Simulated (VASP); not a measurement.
A convergence study with VASP on CdTe (zinc blende): one setting is varied, all else stays as given below, so the limit is that of these other settings. Each run relaxes cell and ions from the cell shown. The basis is that of the starting cell, so low cut-offs carry a Pulay error.

```
CdTe
1.0
    0.00000     3.24000     3.24000
    3.24000     0.00000     3.24000
    3.24000     3.24000     0.00000
Cd Te
1 1
Direct
  0.00000   0.00000   0.00000
  0.25000   0.25000   0.25000
```

All values below come from PBE GGA, VASP's PBE PAW potentials (set 64) (plane waves; VASP). The tightest run used: 700 eV cut-off, 6×6×6 Γ-centred mesh, Gaussian smearing of 0.050 eV, potentials Cd Te.

Gaps are read on the run's mesh, which can miss a band edge.

Problem. The settings run are ENCUT = 200; ENCUT = 250; ENCUT = 300; ENCUT = 350; ENCUT = 400; ENCUT = 450; ENCUT = 500; ENCUT = 550; ENCUT = 600; ENCUT = 650; ENCUT = 700. From which on does the relaxed volume stay within 0.05 Å³/atom of the tightest run?

Solution. From ENCUT = 500 on: it is off by 0.003 there and by no more than 0.05 in any finer run, while ENCUT = 450 is off by 0.144.
| setting | relaxed volume (Å³/atom) | E (eV/atom) | gap on the mesh (eV) | plane waves | difference judged (Å³/atom) |
|---|---|---|---|---|---|
| ENCUT = 200 | 28.407 | -2.6463 | 1.321 | 447 | 7.920 |
| ENCUT = 250 | 33.550 | -2.3755 | 0.809 | 624 | 2.777 |
| ENCUT = 300 | 36.178 | -2.4013 | 0.580 | 821 | 0.149 |
| ENCUT = 350 | 36.147 | -2.3984 | 0.583 | 1020 | 0.180 |
| ENCUT = 400 | 36.012 | -2.3981 | 0.597 | 1258 | 0.315 |
| ENCUT = 450 | 36.183 | -2.4014 | 0.585 | 1488 | 0.144 |
| ENCUT = 500 | 36.324 | -2.4034 | 0.574 | 1759 | 0.003 |
| ENCUT = 550 | 36.345 | -2.4033 | 0.572 | 2012 | 0.018 |
| ENCUT = 600 | 36.320 | -2.4029 | 0.574 | 2285 | 0.007 |
| ENCUT = 650 | 36.313 | -2.4029 | 0.575 | 2637 | 0.014 |
| ENCUT = 700 | 36.327 | -2.4032 | 0.574 | 2884 | 0.000 |

Left out are rungs that failed or repeat a setting and relaxations that didn't move; long series are thinned to 24 rows.

The compound is CdTe in the zinc blende structure.
